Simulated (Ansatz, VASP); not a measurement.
# Cross-check of Zn (Zinc) between VASP and Ansatz, part 2 of 2

One calculation is typed for both programs; each brings its own data sets. How far apart do they land? The structure shown comes from an earlier run, which isn't shown and may have moved the atoms alone.

VASP 6.6.1 and Ansatz 0.2.0.

So far: The starting structure; Ansatz: elastic constants, PBE.

**3. VASP: elastic constants, PBE**

Level of this step: PBE; plane waves and PAW (Zn) (VASP).

The same cell, functional, mesh and smearing now go to VASP, with its own data sets.

Lines of VASP's logs that name or quote its potential files are left out, and so is its time.

Contents of INCAR:

```
SYSTEM = Zn
PREC = Accurate
ENCUT = 500
EDIFF = 1E-08
NELM = 120
ISMEAR = -1
SIGMA = 0.15
LREAL = .FALSE.
ALGO = Normal
GGA = PE
NBANDS = 18
LORBIT = 11
LWAVE = .FALSE.
LCHARG = .FALSE.
ISIF = 3
IBRION = 6
NFREE = 2
POTIM = 0.015
NSW = 1
LASPH = .TRUE.
GGA_COMPAT = .FALSE.
KPAR = 2
```

Contents of POSCAR:

```
Zn
1.0
    2.6410215838      0.0000000000      0.0000000000
   -1.3205107919      2.2871917835      0.0000000000
    0.0000000000      0.0000000000      5.0691898144
Zn
2
Direct
    0.3333333334      0.6666666668      0.2500000000
    0.6666666668      0.3333333334      0.7500000000
```

Contents of KPOINTS:

```
Automatic mesh
0
Gamma
24 24 10
0 0 0
```

PAW data sets: Zn (PBE family, release 64).

Started as:

```bash
$ mpirun -np 2 vasp_std
```

Numbers of over 12 decimals in the logs are rounded to 6 here.

Log:

```text
[banner, memory and clock lines left out]
running    2 mpi-ranks, on    1 nodes
 distrk:  each k-point on    1 cores,    2 groups
 distr:  one band on    1 cores,    1 groups

 POSCAR found type information on POSCAR Zn
 POSCAR found :  1 types and       2 ions
 LDA part: xc-table for (Slater+PW92), standard interpolation
 POSCAR, INCAR and KPOINTS ok, starting setup
 FFT: planning ... GRIDC
 FFT: planning ... GRID_SOFT
 FFT: planning ... GRID
 WAVECAR not read
 entering main loop
       N       E                     dE             d eps       ncg     rms          rms(c)
DAV:   1     0.107006452993E+03    0.10701E+03   -0.12272E+04 13440   0.205E+03
DAV:   2     0.180850054600E+01   -0.10520E+03   -0.10249E+03 13238   0.294E+02
DAV:   3    -0.241851998952E+01   -0.42270E+01   -0.42128E+01 14874   0.671E+01
DAV:   4    -0.244114262044E+01   -0.22623E-01   -0.22616E-01 14474   0.503E+00
DAV:   5    -0.244117302912E+01   -0.30409E-04   -0.30409E-04 14238   0.165E-01    0.396E+00
DAV:   6    -0.224545912758E+01    0.19571E+00   -0.85003E-01 14202   0.195E+01    0.297E+00
DAV:   7    -0.223667323134E+01    0.87859E-02   -0.28103E-02 16818   0.288E+00    0.153E+00
DAV:   8    -0.223232311354E+01    0.43501E-02   -0.19676E-03 17316   0.687E-01    0.484E-02
DAV:   9    -0.223233680296E+01   -0.13689E-04   -0.26493E-04 17542   0.217E-01    0.347E-02
DAV:  10    -0.223234027656E+01   -0.34736E-05   -0.25226E-05 13698   0.626E-02    0.284E-03
DAV:  11    -0.223234013202E+01    0.14454E-06   -0.12470E-07 14948   0.340E-03    0.188E-03
DAV:  12    -0.223233978637E+01    0.34565E-06   -0.35357E-08 16368   0.366E-03    0.124E-04
DAV:  13    -0.223233978603E+01    0.34061E-09   -0.24143E-09  7478   0.448E-04
   1 F= -.22323398E+01 E0= -.22170327E+01  d E =-.306142E-01
[... from here on, the cycles between the ionic steps are left out ...]
   2 F= -.22299028E+01 E0= -.22137143E+01  d E =-.323770E-01
   3 F= -.22271006E+01 E0= -.22119896E+01  d E =-.302220E-01
   8 F= -.22308845E+01 E0= -.22153369E+01  d E =-.310952E-01
   9 F= -.22308701E+01 E0= -.22153225E+01  d E =-.310952E-01
  10 F= -.22316873E+01 E0= -.22162335E+01  d E =-.309076E-01
  11 F= -.22316873E+01 E0= -.22162335E+01  d E =-.309076E-01
  12 F= -.22316813E+01 E0= -.22162311E+01  d E =-.309004E-01
  13 F= -.22316813E+01 E0= -.22162311E+01  d E =-.309005E-01
  14 F= -.22322861E+01 E0= -.22169772E+01  d E =-.306177E-01
  15 F= -.22322863E+01 E0= -.22169774E+01  d E =-.306177E-01
  16 F= -.22321185E+01 E0= -.22168096E+01  d E =-.306178E-01
 Finite differences progress:
  Degree of freedom:   8/  8
  Displacement:        1/  2
  Total:              15/ 16
 bond charge predicted
       N       E                     dE             d eps       ncg     rms          rms(c)
DAV:   1    -0.223161163302E+01    0.50681E-03   -0.36785E+00 20576   0.144E+01    0.615E-02
DAV:   2    -0.223212822256E+01   -0.51659E-03   -0.52548E-03 20400   0.738E-01    0.359E-02
DAV:   3    -0.223212047273E+01    0.77498E-05   -0.33189E-05 23646   0.844E-02    0.135E-02
DAV:   4    -0.223211856215E+01    0.19106E-05   -0.72038E-06 22316   0.320E-02    0.227E-03
DAV:   5    -0.223211845849E+01    0.10366E-06   -0.50714E-07 22836   0.820E-03    0.810E-04
DAV:   6    -0.223211844569E+01    0.12803E-07   -0.37427E-08 19000   0.142E-03    0.201E-04
DAV:   7    -0.223211844993E+01   -0.42355E-08   -0.23361E-09 11040   0.441E-04
  17 F= -.22321184E+01 E0= -.22168095E+01  d E =-.306178E-01
 Finite differences progress:
  Degree of freedom:   8/  8
  Displacement:        2/  2
  Total:              16/ 16
```

OUTCAR, selected parts (step 3):

```text
ion  position               nearest neighbor table
   1  0.333  0.667  0.250-   2 2.96   2 2.96   2 2.96   2 2.96   2 2.96   2 2.96
   2  0.667  0.333  0.750-   1 2.96   1 2.96   1 2.96   1 2.96   1 2.96   1 2.96

  LATTYP: Found a hexagonal cell.
 ALAT       =     2.6410215838
 C/A-ratio  =     1.9194049172

 Subroutine GETGRP returns: Found 24 space group operations
 (whereof 12 operations were pure point group operations)

The static configuration has the point symmetry D_3d.
 The point group associated with its full space group is D_6h.

 Found    366 irreducible k-points:

   k-points           NKPTS =    366   k-points in BZ     NKDIM =    366   number of bands    NBANDS=     18

   dimension x,y,z NGX =    20 NGY =   20 NGZ =   40
   dimension x,y,z NGXF=    40 NGYF=   40 NGZF=   80

   ENCUT  =  500.0 eV  36.75 Ry    6.06 a.u.   4.82  4.82  9.24*2*pi/ulx,y,z

   NELECT =      24.0000    total number of electrons

 k-points in reciprocal lattice and weights: Automatic mesh
   0.00000000  0.00000000  0.00000000       0.000
   0.04166667 -0.00000000  0.00000000       0.001
   0.08333333  0.00000000  0.00000000       0.001
   0.12500000  0.00000000  0.00000000       0.001
   0.16666667  0.00000000  0.00000000       0.001
   0.20833333  0.00000000  0.00000000       0.001
   0.25000000  0.00000000  0.00000000       0.001
   0.29166667 -0.00000000  0.00000000       0.001
   0.33333333  0.00000000  0.00000000       0.001
[...]
0.33333333  0.29166667  0.50000000       0.002
   0.33333333  0.33333333  0.50000000       0.000

 average (electrostatic) potential at core
       1 -36.9605       2 -36.9605

 E-fermi :   3.0258

 k-point     1 :       0.0000    0.0000    0.0000
  band No.  band energies     occupation
    ...
      9      -4.2110      2.00000
     10      -4.0375      2.00000
     11      -4.0375      2.00000
     12      -0.6762      2.00000
     13      -0.3557      2.00000
     14      15.5335      0.00000
     15      19.3281      0.00000
     16      21.0952      0.00000
     17      21.0952      0.00000
     18      22.6668      0.00000

 k-point     2 :       0.0417   -0.0000    0.0000
  band No.  band energies     occupation
    ...
      9      -4.2156      2.00000
     10      -4.0689      2.00000
     11      -4.0372      2.00000
     12      -0.5918      2.00000
     13      -0.3292      2.00000
     14      15.5918      0.00000
     15      19.2920      0.00000
     16      19.9801      0.00000
     17      20.4801      0.00000
     18      21.8349      0.00000

 k-point     3 :       0.0833    0.0000    0.0000
  band No.  band energies     occupation
    ...
      9      -4.2289      2.00000
     10      -4.1483      2.00000
     11      -4.0368      2.00000
     12      -0.3486      2.00000
     13      -0.2475      2.00000
     14      15.7641      0.00000
     15      17.9162      0.00000
     16      19.3966      0.00000
     17      19.4755      0.00000
     18      21.2275      0.00000

  Total        0.0782660      0.0782660      0.0205805      0.0000000      0.0000000      0.0000000
  in kB        4.0951552      4.0951552      1.0768475      0.0000000      0.0000000      0.0000000
  external PRESSURE =       3.0890526 kB  Pullay stress =       0.0000000 kB

  energy-cutoff  :      500.00
  volume of cell :       30.62
      direct lattice vectors                 reciprocal lattice vectors
     2.641021584  0.000000000  0.000000000     0.378641358  0.218608690  0.000000000
    -1.320510792  2.287191783  0.000000000     0.000000000  0.437217380  0.000000000
     0.000000000  0.000000000  5.069189814     0.000000000  0.000000000  0.197270183

 POSITION                                       TOTAL-FORCE (eV/Angst)
 -----------------------------------------------------------------------------------
      0.00000      1.52479      1.25230         0.000000      0.000000      0.029808
      1.32051      0.76240      3.80189        -0.000000      0.000000     -0.029808
 -----------------------------------------------------------------------------------
    total drift:                               -0.000000     -0.000001     -0.000439

  FREE ENERGIE OF THE ION-ELECTRON SYSTEM (eV)
  ---------------------------------------------------
  free  energy   TOTEN  =        -2.2321184499 eV

  energy  without entropy=       -2.2015006461  energy(sigma->0) =       -2.21680955

  SYMMETRIZED ELASTIC MODULI (kBar)
 Direction    XX          YY          ZZ          XY          YZ          ZX
 --------------------------------------------------------------------------------
 XX        1761.4996    419.6376    417.5982      0.0000      0.0000      0.0000
 YY         419.6376   1761.4996    417.5982      0.0000      0.0000      0.0000
 ZZ         417.5982    417.5982    680.2975      0.0000      0.0000      0.0000
 XY           0.0000      0.0000      0.0000    670.9310     -0.0000      0.0000
 YZ           0.0000      0.0000      0.0000     -0.0000    303.1024      0.0000
 ZX           0.0000      0.0000      0.0000      0.0000      0.0000    303.1024
 --------------------------------------------------------------------------------

 Eigenvectors and eigenvalues of the dynamical matrix
 ----------------------------------------------------

   1 f  =    3.853980 THz    24.215272 2PiTHz  128.554942 cm-1    15.938774 meV
             X         Y         Z           dx          dy          dz
      0.000000  1.524795  1.267297    -0.000000    0.000000    0.707107
      1.320511  0.762397  3.801892     0.000000   -0.000000   -0.707107

   2 f  =    1.888593 THz    11.866379 2PiTHz   62.996677 cm-1     7.810589 meV
             X         Y         Z           dx          dy          dz
      0.000000  1.524795  1.267297    -0.707107    0.000002    0.000000
      1.320511  0.762397  3.801892     0.707107   -0.000002    0.000000

   3 f  =    1.888593 THz    11.866379 2PiTHz   62.996677 cm-1     7.810589 meV
             X         Y         Z           dx          dy          dz
      0.000000  1.524795  1.267297     0.000002    0.707107    0.000000
      1.320511  0.762397  3.801892    -0.000002   -0.707107    0.000000

   4 f/i=    0.000000 THz     0.000000 2PiTHz    0.000000 cm-1     0.000000 meV
             X         Y         Z           dx          dy          dz
      0.000000  1.524795  1.267297     0.041858    0.598868   -0.373638
      1.320511  0.762397  3.801892     0.041858    0.598868   -0.373638

   5 f/i=    0.000000 THz     0.000000 2PiTHz    0.000001 cm-1     0.000000 meV
             X         Y         Z           dx          dy          dz
      0.000000  1.524795  1.267297     0.067956    0.369136    0.599266
      1.320511  0.762397  3.801892     0.067956    0.369136    0.599266

   6 f/i=    0.000000 THz     0.000000 2PiTHz    0.000001 cm-1     0.000000 meV
             X         Y         Z           dx          dy          dz
      0.000000  1.524795  1.267297     0.702588   -0.071382   -0.035702
      1.320511  0.762397  3.801892     0.702588   -0.071382   -0.035702

 ELASTIC MODULI CONTR FROM IONIC RELAXATION (kBar)
 Direction    XX          YY          ZZ          XY          YZ          ZX
 --------------------------------------------------------------------------------
 XX          -3.5692      3.5692      0.0000      0.0000      0.0000      0.0000
 YY           3.5692     -3.5692     -0.0000     -0.0000     -0.0000      0.0000
 ZZ           0.0000     -0.0000     -0.0000     -0.0000     -0.0000      0.0000
 XY           0.0000     -0.0000     -0.0000     -3.5692      0.0000      0.0000
 YZ           0.0000     -0.0000     -0.0000      0.0000     -0.0000      0.0000
 ZX           0.0000      0.0000      0.0000      0.0000      0.0000      0.0000
 --------------------------------------------------------------------------------

 TOTAL ELASTIC MODULI (kBar)
 Direction    XX          YY          ZZ          XY          YZ          ZX
 --------------------------------------------------------------------------------
 XX        1757.9304    423.2068    417.5982      0.0000      0.0000      0.0000
 YY         423.2068   1757.9304    417.5982     -0.0000     -0.0000      0.0000
 ZZ         417.5982    417.5982    680.2975     -0.0000     -0.0000      0.0000
 XY           0.0000     -0.0000     -0.0000    667.3618     -0.0000      0.0000
 YZ           0.0000     -0.0000     -0.0000     -0.0000    303.1024      0.0000
 ZX           0.0000      0.0000      0.0000      0.0000      0.0000    303.1024
 --------------------------------------------------------------------------------

 total charge
# of ion       s       p       d       tot
------------------------------------------
    1        0.598   0.447   9.720  10.765
    2        0.598   0.447   9.720  10.765
--------------------------------------------------
tot          1.196   0.893  19.441  21.530

[... 3 further parts left out ...]
```

The last energy, forces, stress and levels in OUTCAR belong to the last displaced cell, not to the cell of POSCAR.

Levels, forces or a CONTCAR printed for this step are those of its last displaced cell, not of the structure at rest.

**4. Comparison**

Known differences besides the potentials themselves: the cutoff is 420 eV in Ansatz and 500 eV in VASP; VASP takes each elastic constant from one size of strain, Ansatz from those that its log lists. Total energies have different zeros and are not compared.

The two programs side by side:

```csv
quantity,Ansatz,VASP,difference
C11 (GPa),173.9,175.8,-1.10 %
C22 (GPa),173.9,175.8,-1.10 %
C33 (GPa),66.2,68.0,-2.68 %
C12 (GPa),40.5,42.3,-4.25 %
C13 (GPa),40.6,41.8,-2.73 %
C23 (GPa),40.6,41.8,-2.73 %
C44 (GPa),30.6,30.3,+0.98 %
C55 (GPa),30.6,30.3,+0.98 %
C66 (GPa),66.7,66.7,-0.11 %
```

**5. Results**

| Quantity | Value |
| --- | --- |
| difference in C12 (elastic constants, PBE) | -4.2 % |

The difference in C12 is -4.2 % (elastic constants, PBE), within the 5 % picked in this series as the mark of a large difference. Such differences can come from data sets, numerical settings and the points named under the comparisons, not from the functional's error against experiment.

[Lines on the potential files, build, host, timing and source positions are cut from VASP's logs without a mark.]

[Logs are printed without paths, hosts, clocks, repeated set-up lines and the standing remarks that a program may print on its own settings, such as how far it seeks lower states.]

[Hosts, paths, dates, database ids (printed as entryN), source tags and the programs' standing remarks are cut or masked in the printed files.]
